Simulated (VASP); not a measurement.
Input of a VASP 6.6.1 run:

The input POSCAR:

```
BiB
1.0
    0.0000000000      2.7448744688      2.7448744688
    2.7448744688      0.0000000000      2.7448744688
    2.7448744688      2.7448744688      0.0000000000
B Bi
1 1
Direct
    0.0000000000      0.0000000000      0.0000000000
    0.2500000000      0.2500000000      0.2500000000
```

INCAR.step1

```
SYSTEM = BiB
PREC     = Accurate       ! precision mode
ENCUT    = 520            ! plane-wave cutoff, eV
EDIFF    = 1E-5           ! SCF threshold, eV
ISMEAR   = 0              ! smearing method
SIGMA    = 0.01           ! smearing width, eV
LREAL    = .FALSE.        ! projectors in reciprocal space
LASPH    = .TRUE.         ! aspherical terms in the spheres
NELM     = 60             ! most SCF steps
ALGO     = Normal         ! electronic algorithm
ISIF     = 2              ! what is computed and relaxed
LWAVE    = .TRUE.         ! write WAVECAR
LCHARG   = .FALSE.        ! write CHGCAR
GGA      = PE             ! functional
NBANDS   = 16             ! bands
```

INCAR.step2

```
SYSTEM = BiB
PREC     = Accurate       ! precision mode
ENCUT    = 520            ! plane-wave cutoff, eV
EDIFF    = 1E-6           ! SCF threshold, eV
ISMEAR   = 0              ! smearing method
SIGMA    = 0.01           ! smearing width, eV
LREAL    = .FALSE.        ! projectors in reciprocal space
LASPH    = .TRUE.         ! aspherical terms in the spheres
NELM     = 60             ! most SCF steps
ALGO     = Normal         ! electronic algorithm
ISIF     = 2              ! what is computed and relaxed
LWAVE    = .FALSE.        ! write WAVECAR
LCHARG   = .FALSE.        ! write CHGCAR
GGA      = PE             ! functional
LHFCALC  = .TRUE.         ! exact exchange
HFSCREEN = 0.2079         ! screening, 1/A
PRECFOCK = Normal       
ISTART   = 1            
NBANDS   = 16             ! bands
```

KPOINTS

```
Automatic mesh
0
G
  4 4 4
  0 0 0
```

Potentials or basis: VASP PAW PBE potentials, release 64 (B, Bi_d).

The run is started by

```sh
$ cat potpaw_PBE.64/B/POTCAR potpaw_PBE.64/Bi_d/POTCAR > POTCAR
$ cp INCAR.step1 INCAR
$ mpirun -np 1 vasp_std > vasp.out
$ cp INCAR.step2 INCAR
$ mpirun -np 1 vasp_std > vasp.out
```

Task: Estimate the band gap on the k mesh.

Result: 0.99 eV, direct.

Task: Predict the pressure.

Result: -1.9 GPa.

Caveat: the k mesh is coarse (spacing up to 0.50 Å⁻¹), so the values aren't converged, least of all with exact exchange; the PAW data sets were made with another functional, which shifts forces and pressure a little; spin-orbit coupling is left out, which as a rule narrows the gap of such compounds by several tenths of an eV. A k mesh can miss the band edges.
